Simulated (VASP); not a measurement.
Calculation: r2SCAN meta-GGA, VASP's PBE PAW potentials (set 64) (plane waves; VASP).

Input for VASP

### POSCAR
```
BN
1
    1.2510513020    -2.1668848061     0.0000000000
    1.2510513020     2.1668848061     0.0000000000
    0.0000000000     0.0000000000     6.7168032252
B N
2 2
Direct
  0.3333330000   0.6666670000   0.2500000000
  0.6666670000   0.3333330000   0.7500000000
  0.6666670000   0.3333330000   0.2500000000
  0.3333330000   0.6666670000   0.7500000000
```

**INCAR**
```
SYSTEM=BN
PREC=Accurate; ENCUT=600; LREAL=.False.
LASPH=.True.
EDIFF=1E-7; NELM=100; ALGO=Normal
LMIXTAU=.True.
ISMEAR=0; SIGMA=0.05
METAGGA=R2SCAN
IBRION=2; NSW=40; ISIF=3
EDIFFG=-0.01; PSTRESS=100
LWAVE=.False.; LCHARG=.False.
```

**KPOINTS**
```
Automatic mesh
0
Gamma
10 10 4
```

POTCAR, in this order: B N (PBE.64 set). Program: vasp_std.

Output

**OSZICAR**
```
...
DAV:  16    -0.385585920510E+02    0.31451E-07   -0.28397E-11   552   0.641E-05
   3 F= -.36365821E+02 E0= -.36365821E+02  d E =-.404345E-01
       N       E                     dE             d eps       ncg     rms          rms(c)
DAV:   1    -0.386947974969E+02   -0.13621E+00   -0.53160E+00  1012   0.212E+01    0.188E+00
DAV:   2    -0.385852843248E+02    0.10951E+00   -0.16632E-01  1116   0.420E+00    0.857E-01
DAV:   3    -0.385530621447E+02    0.32222E-01   -0.74786E-02  1196   0.236E+00    0.279E-01
DAV:   4    -0.385479728453E+02    0.50893E-02   -0.11778E-02  1060   0.142E+00    0.111E-01
DAV:   5    -0.385534120541E+02   -0.54392E-02   -0.78758E-03  1028   0.125E+00    0.545E-02
DAV:   6    -0.385540401896E+02   -0.62814E-03   -0.20968E-03  1036   0.647E-01    0.293E-02
DAV:   7    -0.385541965596E+02   -0.15637E-03   -0.20113E-04  1056   0.202E-01    0.867E-03
DAV:   8    -0.385542915893E+02   -0.95030E-04   -0.43325E-05  1132   0.908E-02    0.303E-03
DAV:   9    -0.385542937647E+02   -0.21754E-05   -0.97248E-06  1084   0.440E-02    0.162E-03
DAV:  10    -0.385543034058E+02   -0.96411E-05   -0.26870E-06  1060   0.235E-02    0.101E-03
DAV:  11    -0.385543047050E+02   -0.12992E-05   -0.46100E-07  1072   0.928E-03    0.646E-04
DAV:  12    -0.385543054498E+02   -0.74479E-06   -0.33741E-08   872   0.221E-03    0.152E-04
DAV:  13    -0.385543051239E+02    0.32588E-06   -0.94062E-09   580   0.142E-03    0.540E-05
DAV:  14    -0.385543051445E+02   -0.20598E-07   -0.11838E-09   532   0.443E-04
   4 F= -.36425024E+02 E0= -.36425024E+02  d E =-.592032E-01
       N       E                     dE             d eps       ncg     rms          rms(c)
DAV:   1    -0.397762714613E+02   -0.12220E+01   -0.53840E+01  1012   0.699E+01    0.599E+00
DAV:   2    -0.387300551223E+02    0.10462E+01   -0.16517E+00  1152   0.135E+01    0.276E+00
DAV:   3    -0.384652226062E+02    0.26483E+00   -0.65363E-01  1172   0.721E+00    0.895E-01
DAV:   4    -0.384161748091E+02    0.49048E-01   -0.89144E-02  1152   0.374E+00    0.354E-01
DAV:   5    -0.384725552622E+02   -0.56380E-01   -0.52587E-02  1108   0.337E+00    0.140E-01
DAV:   6    -0.384594703890E+02    0.13085E-01   -0.17213E-02  1028   0.203E+00    0.101E-01
DAV:   7    -0.384620055614E+02   -0.25352E-02   -0.19696E-03  1060   0.704E-01    0.361E-02
DAV:   8    -0.384622465995E+02   -0.24104E-03   -0.30557E-04  1116   0.244E-01    0.138E-02
DAV:   9    -0.384623422836E+02   -0.95684E-04   -0.49348E-05  1088   0.103E-01    0.594E-03
DAV:  10    -0.384623608841E+02   -0.18600E-04   -0.15966E-05  1180   0.614E-02    0.360E-03
DAV:  11    -0.384623699096E+02   -0.90255E-05   -0.24982E-06  1100   0.247E-02    0.245E-03
DAV:  12    -0.384623718840E+02   -0.19744E-05   -0.33800E-07  1268   0.682E-03    0.570E-04
DAV:  13    -0.384623713707E+02    0.51324E-06   -0.58514E-08   748   0.376E-03    0.732E-05
DAV:  14    -0.384623713779E+02   -0.71818E-08   -0.35864E-09   612   0.777E-04
   5 F= -.36524926E+02 E0= -.36524926E+02  d E =-.159105E+00
       N       E                     dE             d eps       ncg     rms          rms(c)
DAV:   1    -0.384566192386E+02    0.57521E-02   -0.33798E-01  1008   0.535E+00    0.472E-01
DAV:   2    -0.384499357744E+02    0.66835E-02   -0.10170E-02  1212   0.107E+00    0.219E-01
DAV:   3    -0.384481328043E+02    0.18030E-02   -0.45309E-03  1144   0.593E-01    0.672E-02
DAV:   4    -0.384481094237E+02    0.23381E-04   -0.52525E-04  1168   0.274E-01    0.274E-02
DAV:   5    -0.384480723484E+02    0.37075E-04   -0.35094E-04  1124   0.247E-01    0.135E-02
DAV:   6    -0.384481069277E+02   -0.34579E-04   -0.95125E-05  1036   0.142E-01    0.637E-03
DAV:   7    -0.384480970961E+02    0.98315E-05   -0.99343E-06  1072   0.470E-02    0.190E-03
DAV:   8    -0.384481093751E+02   -0.12279E-04   -0.30162E-06  1068   0.251E-02    0.718E-04
DAV:   9    -0.384481067503E+02    0.26248E-05   -0.34223E-07  1132   0.858E-03    0.323E-04
DAV:  10    -0.384481078988E+02   -0.11484E-05   -0.14218E-07   900   0.601E-03    0.249E-04
DAV:  11    -0.384481077566E+02    0.14216E-06   -0.37793E-08   696   0.293E-03    0.111E-04
DAV:  12    -0.384481078141E+02   -0.57501E-07   -0.13567E-09   536   0.572E-04
   6 F= -.36525197E+02 E0= -.36525197E+02  d E =-.159377E+00
       N       E                     dE             d eps       ncg     rms          rms(c)
DAV:   1    -0.384548070067E+02   -0.66993E-02   -0.47526E-02  1008   0.200E+00    0.177E-01
DAV:   2    -0.384538558603E+02    0.95115E-03   -0.14235E-03  1212   0.402E-01    0.819E-02
DAV:   3    -0.384535980084E+02    0.25785E-03   -0.64703E-04  1144   0.223E-01    0.251E-02
DAV:   4    -0.384535953768E+02    0.26316E-05   -0.75107E-05  1160   0.103E-01    0.102E-02
DAV:   5    -0.384536059918E+02   -0.10615E-04   -0.50628E-05  1116   0.932E-02    0.515E-03
DAV:   6    -0.384535974559E+02    0.85358E-05   -0.13493E-05  1024   0.532E-02    0.234E-03
DAV:   7    -0.384536028230E+02   -0.53671E-05   -0.13763E-06  1064   0.173E-02    0.711E-04
DAV:   8    -0.384535995232E+02    0.32998E-05   -0.43973E-07  1064   0.954E-03    0.268E-04
DAV:   9    -0.384536011260E+02   -0.16028E-05   -0.49625E-08   768   0.333E-03    0.131E-04
DAV:  10    -0.384536006432E+02    0.48283E-06   -0.21489E-08   620   0.234E-03    0.950E-05
DAV:  11    -0.384536007843E+02   -0.14114E-06   -0.61058E-09   516   0.114E-03    0.497E-05
DAV:  12    -0.384536007606E+02    0.23774E-07   -0.18740E-10   504   0.228E-04
   7 F= -.36525253E+02 E0= -.36525253E+02  d E =-.159433E+00
       N       E                     dE             d eps       ncg     rms          rms(c)
DAV:   1    -0.384851852278E+02   -0.31584E-01   -0.21226E-01  1084   0.508E+00    0.608E-01
DAV:   2    -0.384783752077E+02    0.68100E-02   -0.17281E-02  1240   0.130E+00    0.211E-01
DAV:   3    -0.384786430005E+02   -0.26779E-03   -0.28590E-03  1044   0.543E-01    0.639E-02
DAV:   4    -0.384788997166E+02   -0.25672E-03   -0.41977E-04  1028   0.261E-01    0.357E-02
DAV:   5    -0.384782364003E+02    0.66332E-03   -0.36467E-04  1028   0.259E-01    0.114E-02
DAV:   6    -0.384788654581E+02   -0.62906E-03   -0.93975E-05  1040   0.125E-01    0.670E-03
DAV:   7    -0.384788208013E+02    0.44657E-04   -0.92059E-06  1124   0.404E-02    0.351E-03
DAV:   8    -0.384788746596E+02   -0.53858E-04   -0.18666E-06  1100   0.171E-02    0.585E-04
DAV:   9    -0.384788663334E+02    0.83262E-05   -0.14235E-07   892   0.516E-03    0.179E-04
DAV:  10    -0.384788700669E+02   -0.37335E-05   -0.16701E-08   580   0.166E-03    0.906E-05
DAV:  11    -0.384788683498E+02    0.17171E-05   -0.28135E-09   540   0.602E-04    0.726E-05
DAV:  12    -0.384788684170E+02   -0.67220E-07   -0.17094E-09   520   0.701E-04
   8 F= -.36519571E+02 E0= -.36519571E+02  d E =0.568206E-02
       N       E                     dE             d eps       ncg     rms          rms(c)
DAV:   1    -0.384647108306E+02    0.14158E-01   -0.13021E-01  1084   0.401E+00    0.475E-01
DAV:   2    -0.384603078328E+02    0.44030E-02   -0.10257E-02  1240   0.101E+00    0.168E-01
DAV:   3    -0.384608782792E+02   -0.57045E-03   -0.17917E-03  1044   0.437E-01    0.498E-02
DAV:   4    -0.384604611550E+02    0.41712E-03   -0.26095E-04  1028   0.207E-01    0.283E-02
DAV:   5    -0.384608487884E+02   -0.38763E-03   -0.22760E-04  1020   0.205E-01    0.944E-03
DAV:   6    -0.384607824264E+02    0.66362E-04   -0.58582E-05  1032   0.993E-02    0.542E-03
DAV:   7    -0.384608253094E+02   -0.42883E-04   -0.55710E-06  1140   0.314E-02    0.278E-03
DAV:   8    -0.384607882533E+02    0.37056E-04   -0.11808E-06  1084   0.136E-02    0.419E-04
DAV:   9    -0.384607942845E+02   -0.60312E-05   -0.83292E-08   808   0.400E-03    0.146E-04
DAV:  10    -0.384607916379E+02    0.26466E-05   -0.10729E-08   572   0.130E-03    0.793E-05
DAV:  11    -0.384607926587E+02   -0.10208E-05   -0.15612E-09   508   0.455E-04    0.607E-05
DAV:  12    -0.384607926224E+02    0.36295E-07   -0.14945E-09   504   0.639E-04
   9 F= -.36525731E+02 E0= -.36525731E+02  d E =-.477251E-03
```

File OUTCAR:
```
------------------------ aborting loop because EDIFF is reached ----------------------------------------
  FORCE on cell =-STRESS in cart. coord.  units (eV):
  Direction    XX          YY          ZZ          XY          YZ          ZX
  --------------------------------------------------------------------------------------
  Total        1.9420446      1.9420455      1.9128881     -0.0000000      0.0000000      0.0000000
  in kB      100.3608431    100.3608898     98.8540951     -0.0000000      0.0000000      0.0000000
  external PRESSURE =      -0.1413907 kB  Pullay stress =     100.0000000 kB
  volume of cell :       31.00
      direct lattice vectors                 reciprocal lattice vectors
     1.242087924 -2.151359893  0.000000000     0.402547992 -0.232411138 -0.000000000
     1.242087924  2.151359893  0.000000000     0.402547992  0.232411138  0.000000000
     0.000000000 -0.000000000  5.801096469    -0.000000000  0.000000000  0.172381205
  FREE ENERGIE OF THE ION-ELECTRON SYSTEM (eV)
  ---------------------------------------------------
  free  energy   TOTEN  =       -38.4607926224 eV

  energy  without entropy=      -38.4607926224  energy(sigma->0) =      -38.46079262
  enthalpy is  TOTEN    =       -36.5257305160 eV   P V=        1.9350621064

 reached required accuracy - stopping structural energy minimisation
```
(Selected blocks of OUTCAR.)

File CONTCAR:
```
BN
   1.00000000000000
     1.2420879241005389   -2.1513598933223164    0.0000000000000000
     1.2420879241005389    2.1513598933223164    0.0000000000000000
     0.0000000000000000   -0.0000000000000000    5.8010964689627436
  B               N
     2     2
Direct
     0.3333330000000032    0.6666669999999968    0.2500000000000000
     0.6666669999999968    0.3333330000000032    0.7500000000000000
     0.6666669999999968    0.3333330000000032    0.2500000000000000
     0.3333330000000032    0.6666669999999968    0.7500000000000000
```

Energy and stress use the plane-wave basis of the starting cell.

The compound is BN in the hex structure. This run relaxes it under an external pressure of 10 GPa. Symmetry was kept, so distortions that lower it aren't found.
